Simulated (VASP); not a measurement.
```xyz
2
Lattice="3.2719 0.0000 0.0000 0.0000 3.2719 0.0000 0.0000 0.0000 3.2719" Properties=species:S:1:pos:R:3 pbc="T T T"
In    -0.0005     0.0056    -0.0124
Pd     1.6364     1.6304     1.6483
```

Computed with LDA (Ceperley-Alder, Perdew-Zunger), VASP's LDA PAW potentials (set 64) (plane waves; VASP). Settings: 420 eV cut-off, 10×10×10 Γ-centred mesh shifted by (0.5, 0.5, 0.5), first-order Methfessel-Paxton smearing of 0.10 eV, potentials In_d Pd.

Energy and stress use the plane-wave basis of the starting cell.

Task: The ions, cell shape and volume are relaxed. What does this cell relax into?

Result: 
```xyz
2
Lattice="3.2180 0.0000 0.0000 0.0000 3.2179 -0.0005 0.0000 -0.0005 3.2175" Properties=species:S:1:pos:R:3 pbc="T T T"
In     3.2181    -0.0005     3.2175
Pd     1.6090     1.6087     1.6086
```
Space group Pm-3m (221), at a tolerance of 0.03 Å.

Task: How do energy and volume change from the first to the last step?

Result: The energy (σ→0) changes by -19.3 meV/atom and the volume by -4.9 %, in 8 ionic steps.

The structure comes from a computed database's InPd entry; how it stands against other phases isn't given here. In the starting cell atoms are displaced from their ideal sites. This run relaxes it. The run is one of a series of settings (EDIFF = 1E-09, EDIFFG = -0.005, ENCUT = 420, IBRION = 2, ISIF = 3, NSW = 50, KPOINTS 10×10×10 Γ-centred mesh shifted by (0.5, 0.5, 0.5) against the base run), some of them coarse on purpose. The electron count is odd and the run is not spin-polarised, which forces a metal.
